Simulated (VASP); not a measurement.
# Ge7I (Fm-3m) in VASP: a series of runs

One crystal, Ge7I, is run at these levels: PBE; tasks: single point.

Program: VASP 6.6.1. These are calculated values, not measurements. Logs are shortened: lines on timing, memory, paths and dates and some standing lists are left out, and cuts for length are marked.

## Step 1: The cell of the first run

It takes space group Fm-3m (No. 225, cubic). The conventional cell has a = 8.849 Å, b = 8.849 Å, c = 8.849 Å, α = 90.00°, β = 90.00°, γ = 90.00°. Around Ge (site symmetry mmm) lie 10 Ge at 3.13 Å and 2 I at 3.13 Å. Ge (site symmetry m-3m) has 12 Ge at 3.13 Å as nearest neighbours. I (site symmetry m-3m) has 12 Ge at 3.13 Å as nearest neighbours.

The cell was built by a generator and needn't be a form met in nature.

## Step 2: Single point, PBE (random cell by space group and Wyckoff sites (Fm-3m, No. 225))

Input file INCAR:

```
SYSTEM = Ge7I
PREC = Accurate
ENCUT = 520
EDIFF = 1E-7
ISMEAR = 0
SIGMA = 0.1
LREAL = .FALSE.
LASPH = .TRUE.
NELM = 100
ALGO = Fast
ISIF = 2
LWAVE = .FALSE.
LCHARG = .FALSE.
GGA = PE
NBANDS = 62
```

Input file KPOINTS:

```
regular mesh
0
G
  8 8 8
  0 0 0
```

Input file POSCAR:

```
Ge7I
1.0
    0.0000000000      4.4242785330      4.4242785330
    4.4242785330      0.0000000000      4.4242785330
    4.4242785330      4.4242785330      0.0000000000
Ge I
7 1
Direct
    0.5000000000      0.0000000000      0.0000000000
    0.0000000000      0.5000000000      0.5000000000
    0.0000000000      0.5000000000      0.0000000000
    0.5000000000      0.0000000000      0.5000000000
    0.0000000000      0.0000000000      0.5000000000
    0.5000000000      0.5000000000      0.0000000000
    0.5000000000      0.5000000000      0.5000000000
    0.0000000000      0.0000000000      0.0000000000
```

Potentials or basis: VASP PAW PBE potentials, release 64 (Ge_d, I).

Started as:

```sh
> cat potpaw_PBE.64/Ge_d/POTCAR potpaw_PBE.64/I/POTCAR > POTCAR
> mpirun -np 1 vasp_std > vasp.out
```

OUTCAR:

```text
SYSTEM = Ge7I
   PREC = Accurate
   ENCUT = 520
   EDIFF = 1E-7
   ISMEAR = 0
   LREAL = .FALSE.
   LASPH = .TRUE.
   NELM = 100
   ISIF = 2
   GGA = PE

 ion  position               nearest neighbor table
   1  0.500  0.000  0.000-   8 3.13   8 3.13
   2  0.000  0.500  0.500-   8 3.13   8 3.13
   3  0.000  0.500  0.000-   8 3.13   8 3.13
   4  0.500  0.000  0.500-   8 3.13   8 3.13
   5  0.000  0.000  0.500-   8 3.13   8 3.13
   6  0.500  0.500  0.000-   8 3.13   8 3.13
   7  0.500  0.500  0.500-
   8  0.000  0.000  0.000-   1 3.13   3 3.13   5 3.13   2 3.13   4 3.13   5 3.13   2 3.13   3 3.13
                             6 3.13   1 3.13   4 3.13   6 3.13

  LATTYP: Found a face centered cubic cell.
 ALAT       =     8.8485570660

  Lattice vectors:

 A1 = (   0.0000000000,   4.4242785330,   4.4242785330)
 A2 = (   4.4242785330,   0.0000000000,   4.4242785330)
 A3 = (   4.4242785330,   4.4242785330,   0.0000000000)

Analysis of symmetry for initial positions (statically):
=====================================================================
 Subroutine PRICEL returns:
 Original cell was already a primitive cell.

 Routine SETGRP: Setting up the symmetry group for a
 face centered cubic supercell.

 Subroutine GETGRP returns: Found 48 space group operations
 (whereof 48 operations were pure point group operations)
 out of a pool of 48 trial point group operations.

The static configuration has the point symmetry O_h .

Analysis of symmetry for dynamics (positions and initial velocities):
=====================================================================
 Subroutine PRICEL returns:
 Original cell was already a primitive cell.

 Routine SETGRP: Setting up the symmetry group for a
 face centered cubic supercell.

 Subroutine GETGRP returns: Found 48 space group operations
 (whereof 48 operations were pure point group operations)
 out of a pool of 48 trial point group operations.

The dynamic configuration has the point symmetry O_h .

 Subroutine INISYM returns: Found 48 space group operations
 (whereof 48 operations are pure point group operations),
 and found     1 'primitive' translations

----------------------------------------------------------------------------------------

                                     Primitive cell

  volume of cell :     173.2038

  direct lattice vectors                    reciprocal lattice vectors
     0.000000000  4.424278533  4.424278533    -0.113012776  0.113012776  0.113012776
     4.424278533  0.000000000  4.424278533     0.113012776 -0.113012776  0.113012776
     4.424278533  4.424278533  0.000000000     0.113012776  0.113012776 -0.113012776

  length of vectors
     6.256874705  6.256874705  6.256874705     0.195743870  0.195743870  0.195743870

  position of ions in fractional coordinates (direct lattice)
     0.500000000  0.000000000  0.000000000
     0.000000000  0.500000000  0.500000000
     0.000000000  0.500000000  0.000000000
     0.500000000  0.000000000  0.500000000
     0.000000000  0.000000000  0.500000000
     0.500000000  0.500000000  0.000000000
     0.500000000  0.500000000  0.500000000
     0.000000000  0.000000000  0.000000000

  ion indices of the primitive-cell ions
   primitive index   ion index
                 1           1
                 2           2
                 3           3
                 4           4
                 5           5
                 6           6
                 7           7
                 8           8

----------------------------------------------------------------------------------------

 KPOINTS: regular mesh

Automatic generation of k-mesh.
 Grid dimensions read from file:
 generate k-points for:    8    8    8

 Generating k-lattice:

  Cartesian coordinates                     Fractional coordinates (reciprocal lattice)
    -0.014126597  0.014126597  0.014126597     0.125000000  0.000000000  0.000000000
     0.014126597 -0.014126597  0.014126597     0.000000000  0.125000000  0.000000000
     0.014126597  0.014126597 -0.014126597     0.000000000  0.000000000  0.125000000

  Length of vectors
     0.024467984  0.024467984  0.024467984

  Shift w.r.t. Gamma in fractional coordinates (k-lattice)
     0.000000000  0.000000000  0.000000000

 Subroutine IBZKPT returns following result:
 ===========================================

 Found     29 irreducible k-points:

 Following reciprocal coordinates:
            Coordinates               Weight
  0.000000  0.000000  0.000000      1.000000
  0.125000  0.000000  0.000000      8.000000
  0.250000  0.000000  0.000000      8.000000
  0.375000  0.000000  0.000000      8.000000
  0.500000  0.000000  0.000000      4.000000
  0.125000  0.125000  0.000000      6.000000
[... 16 lines left out ...]
  0.500000  0.250000  0.125000     48.000000
 -0.375000  0.250000  0.125000     24.000000
 [... further k-points ...]
   k-points           NKPTS =     29   k-points in BZ     NKDIM =     29   number of bands    NBANDS=     62
   number of dos      NEDOS =    301   number of ions     NIONS =      8
   total plane-waves  NPLWV = 110592
   dimension x,y,z NGX =    48 NGY =   48 NGZ =   48
   dimension x,y,z NGXF=    96 NGYF=   96 NGZF=   96
   ions per type =               7   1
   NGX,Y,Z   is equivalent  to a cutoff of  12.75, 12.75, 12.75 a.u.
   NGXF,Y,Z  is equivalent  to a cutoff of  25.51, 25.51, 25.51 a.u.
 SYSTEM =  Ge7I
   PREC   = accura    normal or accurate (medium, high low for compatibility)
   ISTART =      0    job   : 0-new  1-cont  2-samecut
   ICHARG =      2    charge: 1-file 2-atom 10-const
   ISPIN  =      1    spin polarized calculation?
   LNONCOLLINEAR =      F non collinear calculations
   LSORBIT =      F    spin-orbit coupling
   LASPH  =      T    aspherical Exc in radial PAW
   ENCUT  =  520.0 eV  38.22 Ry    6.18 a.u.  11.63 11.63 11.63*2*pi/ulx,y,z
   NELM   =    100;   NELMIN=  2; NELMDL= -5     # of ELM steps
   EDIFF  = 0.1E-06   stopping-criterion for ELM
   LREAL  =      F    real-space projection
   EDIFFG = 0.1E-05   stopping-criterion for IOM
   NSW    =      0    number of steps for IOM
   IBRION =     -1    ionic relax: 0-MD 1-quasi-New 2-CG
   NFREE  =      0    steps in history (QN), initial steepest desc. (CG)
   ISIF   =      2    stress and relaxation
   ISYM   =      2    0-nonsym 1-usesym 2-fastsym
   POTIM  = 0.5000    time-step for ionic-motion
   TEBEG  =    0.0;   TEEND  =   0.0 temperature during run
   PSTRESS=    0.0 pullay stress
   NELECT =     105.0000    total number of electrons
   NUPDOWN=      -1.0000    fix difference up-down
   EMIN   =  10.00;   EMAX   =-10.00  energy-range for DOS
   EFERMI =   0.00;   METHOD = LEGACY
   ISMEAR =     0;   SIGMA  =   0.10  broadening in eV -4-tet -1-fermi 0-gaus
   EFERMI_NEDOS =   21; number of points for ismear=-14 and -15
   IALGO  =     68    algorithm
   IMIX   =      4    mixing-type and parameters
     AMIX     =   0.40;   BMIX     =  1.00
     AMIX_MAG =   1.60;   BMIX_MAG =  1.00
  volume/ion in A,a.u.               =      21.65       146.10
  Fermi-wavevector in a.u.,A,eV,Ry     =   1.385539  2.618289 26.119359  1.919719
  Thomas-Fermi vector in A             =   2.509940
   LORBIT       =      0    0 simple, 1 ext, 2 COOP (PROOUT), +10 PAW based schemes
   GGA     = PE    functional components
   LHFCALC =     F    Hartree Fock is set to
   AEXX    =    0.0000 exact exchange contribution
   IVDW    =     0    specifies the selected vdW correction
   LEPSILON=     F    determine dielectric tensor
   LRPA    =     F    only Hartree local field effects (RPA)
 non-spin polarized calculation
 RMM-DIIS sequential band-by-band and
 Gauss-broadening in eV      SIGMA  =   0.10
  energy-cutoff  :      520.00
  volume of cell :      173.20
 maximum number of plane-waves:      4720
   NGX = 23   NGY = 23   NGZ = 23

 number of electron     104.9999937 magnetization

 Free energy of the ion-electron system (eV)
  ---------------------------------------------------
  ext. energy  EPLUGINS =         0.00000000
  ---------------------------------------------------
  free energy    TOTEN  =       -29.18008669 eV

  energy without entropy =      -29.15806020  energy(sigma->0) =      -29.16907345

 E-fermi :   6.4166     XC(G=0): -10.7280

 val. band max:        6.3999118716   @ k =  -0.3750   0.2500   0.0000
 cond. band min:       6.4354887914   @ k =   0.5000   0.5000   0.0000
 fundamental gap:      0.0355769198
 Fermi energy:         6.4166036294

 k-point     1 :       0.0000    0.0000    0.0000
  band No.  band energies     occupation
      1     -18.4467      2.00000
      2     -18.4388      2.00000
      3     -18.4388      2.00000
      4     -18.4388      2.00000
      5     -18.4232      2.00000
      6     -18.4232      2.00000
[... 54 lines left out ...]
     61      11.8185      0.00000
     62      11.9967      0.00000

 k-point     2 :       0.1250    0.0000    0.0000
  band No.  band energies     occupation
      1     -18.4454      2.00000
      2     -18.4378      2.00000
      3     -18.4369      2.00000
      4     -18.4369      2.00000
      5     -18.4223      2.00000
      6     -18.4223      2.00000
[... 54 lines left out ...]
     61      11.6626      0.00000
     62      11.9862      0.00000

 k-point     3 :       0.2500    0.0000    0.0000
  band No.  band energies     occupation
      1     -18.4417      2.00000
      2     -18.4352      2.00000
      3     -18.4323      2.00000
      4     -18.4323      2.00000
      5     -18.4217      2.00000
      6     -18.4202      2.00000
[... 1354 lines left out ...]
     61       9.4256      0.00000
     62       9.8300      0.00000

 k-point    24 :      -0.3750    0.2500    0.1250
  band No.  band energies     occupation
      1     -18.4302      2.00000
      2     -18.4299      2.00000
      3     -18.4273      2.00000
      4     -18.4227      2.00000
      5     -18.4206      2.00000
      6     -18.4192      2.00000
[... 54 lines left out ...]
     61       8.9665      0.00000
     62       9.6938      0.00000

 [... further k-points ...]

------------------------ aborting loop because EDIFF is reached ----------------------------------------

  FORCE on cell =-STRESS in cart. coord.  units (eV):
  Direction    XX          YY          ZZ          XY          YZ          ZX
  --------------------------------------------------------------------------------------
  -------------------------------------------------------------------------------------
  Total        0.0399476      0.0399476      0.0399476     -0.0000000      0.0000000      0.0000000
  in kB        0.3695251      0.3695251      0.3695251     -0.0000000      0.0000000      0.0000000
  external PRESSURE =       0.3695251 kB  Pullay stress =       0.0000000 kB

 VOLUME and BASIS-vectors are now :
 -----------------------------------------------------------------------------
  energy-cutoff  :      520.00
  volume of cell :      173.20
      direct lattice vectors                 reciprocal lattice vectors
     0.000000000  4.424278533  4.424278533    -0.113012776  0.113012776  0.113012776
     4.424278533  0.000000000  4.424278533     0.113012776 -0.113012776  0.113012776
     4.424278533  4.424278533  0.000000000     0.113012776  0.113012776 -0.113012776

 POSITION                                       TOTAL-FORCE (eV/Angst)
 -----------------------------------------------------------------------------------
      0.00000      2.21214      2.21214        -0.000000      0.000000      0.000000
      4.42428      2.21214      2.21214         0.000000      0.000000     -0.000000
      2.21214      0.00000      2.21214        -0.000000      0.000000      0.000000
      2.21214      4.42428      2.21214        -0.000000     -0.000000     -0.000000
      2.21214      2.21214      0.00000         0.000000     -0.000000     -0.000000
      2.21214      2.21214      4.42428        -0.000000      0.000000      0.000000
      4.42428      4.42428      4.42428        -0.000000      0.000000      0.000000
      0.00000      0.00000      0.00000        -0.000000      0.000000     -0.000000
 -----------------------------------------------------------------------------------
    total drift:                                0.000000      0.000000      0.000000

  FREE ENERGIE OF THE ION-ELECTRON SYSTEM (eV)
  ---------------------------------------------------
  free  energy   TOTEN  =       -29.1800866950 eV

  energy  without entropy=      -29.1580602032  energy(sigma->0) =      -29.16907345
```

Wall time 6 min (1 thread of Intel Xeon Platinum 8488C (Sapphire Rapids), shared host); peak memory 0.46 GiB.

What came out:

* Free energy: -29.1801 eV
* Pressure: 0.0 GPa
* Band gap on the k mesh: none (metal or under the smearing width)

Caveat: an odd number of electrons without spin polarisation forces a metal; a magnetic or distorted state may lie lower.

(Part 1 of 2 ends here.)
